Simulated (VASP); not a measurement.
Computed with PBEsol GGA, VASP's PBE PAW potentials (set 64) (plane waves; VASP).

VASP input:

INCAR:
```
# general
SYSTEM =CoSi2
PREC   =Accurate
ENCUT  =480   # plane-wave cut-off (eV)
LREAL  =.FALSE.   # projection in real space or not
LASPH  =.TRUE.   # aspherical one-centre terms

# electronic loop
EDIFF  =1E-7   # SCF stop (eV)
NELM   =100   # most electronic steps
ALGO   =Normal
LMAXMIX=4   # l cut-off of mixed one-centre charges

# smearing
ISMEAR =1   # Methfessel-Paxton
SIGMA  =0.1

# functional
GGA    =PS   # PBEsol

# ions
ISIF   =2   # forces and stress, cell fixed

# output
LWAVE  =.FALSE.
LCHARG =.FALSE.
```

POSCAR:
```
CoSi2
1
    0.0000000000     2.6558243431     2.6558243431
    2.6558243431     0.0000000000     2.6558243431
    2.6558243431     2.6558243431     0.0000000000
Co Si
1 2
Direct
  0.0000000000   0.0000000000   0.0000000000
  0.2500000000   0.2500000000   0.2500000000
  0.7500000000   0.7500000000   0.7500000000
```

KPOINTS:
```
Automatic
0
Gamma
 10 10 10
```

POTCAR, in this order: Co Si (PBE.64 set). Program: vasp_std.

The run wrote:

OUTCAR:
```
 ion  position               nearest neighbor table
   1  0.000  0.000  0.000-   3 2.30   3 2.30   3 2.30   2 2.30   3 2.30   2 2.30   2 2.30   2 2.30
  LATTYP: Found a face centered cubic cell.
 ALAT       =     5.3116486862
 Subroutine PRICEL returns:
 Original cell was already a primitive cell.
 Subroutine GETGRP returns: Found 48 space group operations
The static configuration has the point symmetry O_h .
The dynamic configuration has the point symmetry O_h .
 Subroutine INISYM returns: Found 48 space group operations
 Subroutine IBZKPT returns following result:
 Found     47 irreducible k-points:

 Following reciprocal coordinates:
            Coordinates               Weight
  0.000000  0.000000  0.000000      1.000000
  0.100000  0.000000  0.000000      8.000000
  0.200000  0.000000  0.000000      8.000000
  0.300000  0.000000  0.000000      8.000000
  0.400000  0.000000  0.000000      8.000000
  0.500000  0.000000  0.000000      4.000000
  0.100000  0.100000  0.000000      6.000000
  0.200000  0.100000  0.000000     24.000000
  0.300000  0.100000  0.000000     24.000000
  0.400000  0.100000  0.000000     24.000000
...
```

File OSZICAR:
```
       N       E                     dE             d eps       ncg     rms          rms(c)
DAV:   1     0.681937655381E+02    0.68194E+02   -0.66480E+03  1128   0.126E+03
DAV:   2    -0.183435642295E+02   -0.86537E+02   -0.80794E+02  1156   0.252E+02
DAV:   3    -0.225040243785E+02   -0.41605E+01   -0.40293E+01  1436   0.635E+01
DAV:   4    -0.226080928631E+02   -0.10407E+00   -0.10379E+00  1376   0.951E+00
DAV:   5    -0.226112768381E+02   -0.31840E-02   -0.31832E-02  1492   0.176E+00    0.155E+01
DAV:   6    -0.261432985208E+02   -0.35320E+01   -0.43780E+01  1424   0.141E+02    0.177E+01
DAV:   7    -0.210129410870E+02    0.51304E+01   -0.17994E+01  1488   0.111E+02    0.373E+00
DAV:   8    -0.210212214416E+02   -0.82804E-02   -0.10755E+00  1332   0.852E+00    0.185E+00
DAV:   9    -0.209836929355E+02    0.37529E-01   -0.10506E-01  1444   0.680E+00    0.442E-01
DAV:  10    -0.209830500508E+02    0.64288E-03   -0.63343E-03  1516   0.918E-01    0.761E-02
DAV:  11    -0.209830010228E+02    0.49028E-04   -0.35902E-04  1688   0.331E-01    0.476E-02
DAV:  12    -0.209830086107E+02   -0.75879E-05   -0.21648E-05  1288   0.609E-02    0.225E-02
DAV:  13    -0.209830081215E+02    0.48925E-06   -0.26723E-06  1432   0.138E-02    0.418E-03
DAV:  14    -0.209830081158E+02    0.56891E-08   -0.49338E-07  1440   0.107E-02
   1 F= -.20983008E+02 E0= -.20983389E+02  d E =0.114392E-02
```

File OUTCAR:
```
------------------------ aborting loop because EDIFF is reached ----------------------------------------
  FORCE on cell =-STRESS in cart. coord.  units (eV):
  Direction    XX          YY          ZZ          XY          YZ          ZX
  --------------------------------------------------------------------------------------
  Total        0.0233026      0.0233026      0.0233026      0.0000000      0.0000000      0.0000000
  in kB        0.9965212      0.9965212      0.9965212      0.0000000      0.0000000      0.0000000
  external PRESSURE =       0.9965212 kB  Pullay stress =       0.0000000 kB
  volume of cell :       37.47
      direct lattice vectors                 reciprocal lattice vectors
     0.000000000  2.655824343  2.655824343    -0.188265463  0.188265463  0.188265463
     2.655824343  0.000000000  2.655824343     0.188265463 -0.188265463  0.188265463
     2.655824343  2.655824343  0.000000000     0.188265463  0.188265463 -0.188265463
 POSITION                                       TOTAL-FORCE (eV/Angst)
 -----------------------------------------------------------------------------------
      0.00000      0.00000      0.00000         0.000000      0.000000     -0.000000
      1.32791      1.32791      1.32791        -0.000000     -0.000000      0.000000
      3.98374      3.98374      3.98374        -0.000000     -0.000000      0.000000
 -----------------------------------------------------------------------------------
    total drift:                               -0.000000     -0.000000      0.000000
  FREE ENERGIE OF THE ION-ELECTRON SYSTEM (eV)
  ---------------------------------------------------
  free  energy   TOTEN  =       -20.9830081158 eV

  energy  without entropy=      -20.9841520381  energy(sigma->0) =      -20.98338942
```
(Selected blocks of OUTCAR.)

The compound is CoSi2 in the fluorite structure. It was relaxed first. The run is not spin-polarised, so no magnetic state was tried. The electron count is odd and the run is not spin-polarised, which forces a metal.
